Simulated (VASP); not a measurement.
These are r2SCAN meta-GGA, VASP's PBE PAW potentials (set 64) (plane waves; VASP) values and carry that method's errors.

The input files of a VASP run:

File POSCAR:
```
GeMo
1
   -0.0000000000     2.5571201822     2.5571201822
    2.5571201822     0.0000000000     2.5571201822
    2.5571201822     2.5571201822     0.0000000000
Ge Mo
1 1
Direct
  0.0000000000   0.0000000000   0.0000000000
  0.5000000000   0.5000000000   0.5000000000
```

INCAR:
```
! general
SYSTEM  = GeMo
PREC    = Accurate
ENCUT   = 400   ! plane-wave cut-off (eV)
LREAL   = .FALSE.
LASPH   = .TRUE.   ! aspherical one-centre terms

! electronic loop
EDIFF   = 1E-6   ! SCF stop (eV)
NELM    = 100   ! most electronic steps
ALGO    = Normal   ! blocked Davidson
LMAXMIX = 4
LMIXTAU = .TRUE.

! smearing
ISMEAR  = 1
SIGMA   = 0.1   ! width (eV)

! functional
METAGGA = R2SCAN

! ions
IBRION  = 2
NSW     = 60
ISIF    = 3   ! ions, shape and volume
EDIFFG  = -0.01   ! ionic stop

! output
LWAVE   = .FALSE.
LCHARG  = .FALSE.
```

File KPOINTS:
```
Regular mesh
0
Gamma
  11 11 11
0 0 0
```

POTCAR, in this order: Ge_d Mo_sv (PBE.64 set). Program: vasp_std.

Output of the run:

**OSZICAR**
```
       N       E                     dE             d eps       ncg     rms          rms(c)
DAV:   1     0.197698069540E+03    0.19770E+03   -0.14637E+04  2296   0.332E+03
DAV:   2    -0.286620336581E+02   -0.22636E+03   -0.22229E+03  2026   0.596E+02
DAV:   3    -0.462324698930E+02   -0.17570E+02   -0.16872E+02  2312   0.130E+02
DAV:   4    -0.467789024757E+02   -0.54643E+00   -0.54046E+00  2294   0.213E+01
DAV:   5    -0.467881743900E+02   -0.92719E-02   -0.92431E-02  2240   0.287E+00    0.173E+01
DAV:   6    -0.387447979364E+02    0.80434E+01   -0.80320E+00  2086   0.239E+01    0.214E+00
DAV:   7    -0.389394092117E+02   -0.19461E+00   -0.82930E-01  2074   0.748E+00    0.195E+00
DAV:   8    -0.389394049943E+02    0.42174E-05   -0.19017E-01  2038   0.295E+00    0.794E-01
DAV:   9    -0.389819222846E+02   -0.42517E-01   -0.33097E-02  2086   0.161E+00    0.263E-01
DAV:  10    -0.389803036823E+02    0.16186E-02   -0.39152E-03  2112   0.513E-01    0.691E-02
DAV:  11    -0.389808725318E+02   -0.56885E-03   -0.92190E-04  2120   0.236E-01    0.354E-02
DAV:  12    -0.389808689623E+02    0.35694E-05   -0.13558E-04  2132   0.133E-01    0.153E-02
DAV:  13    -0.389809703836E+02   -0.10142E-03   -0.12636E-04  2036   0.934E-02    0.617E-03
DAV:  14    -0.389809645064E+02    0.58773E-05   -0.93205E-06  2046   0.327E-02    0.210E-03
DAV:  15    -0.389809748663E+02   -0.10360E-04   -0.23025E-06  1612   0.185E-02    0.161E-03
DAV:  16    -0.389809698785E+02    0.49878E-05   -0.95875E-07  1384   0.111E-02    0.648E-04
DAV:  17    -0.389809710998E+02   -0.12214E-05   -0.23766E-07  1038   0.448E-03    0.267E-04
DAV:  18    -0.389809708659E+02    0.23399E-06   -0.15189E-08  1030   0.128E-03
   1 F= -.38980971E+02 E0= -.38980705E+02  d E =-.389810E+02
       N       E                     dE             d eps       ncg     rms          rms(c)
DAV:   1    -0.390031902987E+02   -0.22219E-01   -0.42387E-01  2572   0.979E+00    0.123E+00
DAV:   2    -0.389836887196E+02    0.19502E-01   -0.76448E-02  2084   0.264E+00    0.343E-01
DAV:   3    -0.389816444322E+02    0.20443E-02   -0.44129E-03  2606   0.966E-01    0.184E-01
DAV:   4    -0.389807522645E+02    0.89217E-03   -0.17142E-03  2282   0.637E-01    0.662E-02
DAV:   5    -0.389805616659E+02    0.19060E-03   -0.49511E-04  2246   0.310E-01    0.325E-02
DAV:   6    -0.389806550238E+02   -0.93358E-04   -0.43740E-04  2066   0.166E-01    0.129E-02
DAV:   7    -0.389807385053E+02   -0.83482E-04   -0.61151E-05  2040   0.617E-02    0.715E-03
DAV:   8    -0.389807371290E+02    0.13763E-05   -0.21297E-06  1658   0.151E-02    0.188E-03
DAV:   9    -0.389807377092E+02   -0.58024E-06   -0.44762E-07  1038   0.612E-03
   2 F= -.38980738E+02 E0= -.38980473E+02  d E =0.233157E-03
       N       E                     dE             d eps       ncg     rms          rms(c)
DAV:   1    -0.389897293103E+02   -0.89922E-02   -0.16254E-01  2574   0.613E+00    0.744E-01
DAV:   2    -0.389823379480E+02    0.73914E-02   -0.30375E-02  2082   0.163E+00    0.212E-01
DAV:   3    -0.389815159137E+02    0.82203E-03   -0.18410E-03  2600   0.605E-01    0.114E-01
DAV:   4    -0.389811514806E+02    0.36443E-03   -0.70190E-04  2252   0.409E-01    0.385E-02
DAV:   5    -0.389810544130E+02    0.97068E-04   -0.22906E-04  2320   0.210E-01    0.216E-02
DAV:   6    -0.389811024883E+02   -0.48075E-04   -0.17907E-04  2060   0.106E-01    0.716E-03
DAV:   7    -0.389811304679E+02   -0.27980E-04   -0.21486E-05  2034   0.344E-02    0.451E-03
DAV:   8    -0.389811310488E+02   -0.58082E-06   -0.63778E-07  1084   0.985E-03
   3 F= -.38981131E+02 E0= -.38980865E+02  d E =-.160183E-03
```

### OUTCAR
```
------------------------ aborting loop because EDIFF is reached ----------------------------------------
  FORCE on cell =-STRESS in cart. coord.  units (eV):
  Direction    XX          YY          ZZ          XY          YZ          ZX
  --------------------------------------------------------------------------------------
  Total       -0.0017122     -0.0017122     -0.0017122      0.0000000     -0.0000000      0.0000000
  in kB       -0.0822754     -0.0822754     -0.0822754      0.0000000     -0.0000000      0.0000000
  external PRESSURE =      -0.0822754 kB  Pullay stress =       0.0000000 kB
  volume of cell :       33.34
      direct lattice vectors                 reciprocal lattice vectors
    -0.000000000  2.554612748  2.554612748    -0.195724381  0.195724381  0.195724381
     2.554612748  0.000000000  2.554612748     0.195724381 -0.195724381  0.195724381
     2.554612748  2.554612748  0.000000000     0.195724381  0.195724381 -0.195724381
 POSITION                                       TOTAL-FORCE (eV/Angst)
 -----------------------------------------------------------------------------------
      0.00000      0.00000      0.00000         0.000000     -0.000000     -0.000000
      2.55461      2.55461      2.55461        -0.000000      0.000000      0.000000
 -----------------------------------------------------------------------------------
    total drift:                                0.000000     -0.000000     -0.000000
  FREE ENERGIE OF THE ION-ELECTRON SYSTEM (eV)
  ---------------------------------------------------
  free  energy   TOTEN  =       -38.9811310488 eV

  energy  without entropy=      -38.9803339218  energy(sigma->0) =      -38.98086534

 reached required accuracy - stopping structural energy minimisation
```
(Selected blocks of OUTCAR.)

File CONTCAR:
```
GeMo
   1.00000000000000
    -0.0000000000000000    2.5546127477316802    2.5546127477316798
     2.5546127477316802    0.0000000000000000    2.5546127477316798
     2.5546127477316802    2.5546127477316802    0.0000000000000000
  Ge              Mo
     1     1
Direct
     0.0000000000000000    0.0000000000000000    0.0000000000000000
     0.5000000000000000    0.5000000000000000    0.5000000000000000
```

The structure was generated: GeMo was put into the rocksalt type (Fm-3m), which need not be its known phase. This run relaxes it. Symmetry was kept, so distortions that lower it aren't found. The start is the result of an earlier pass.
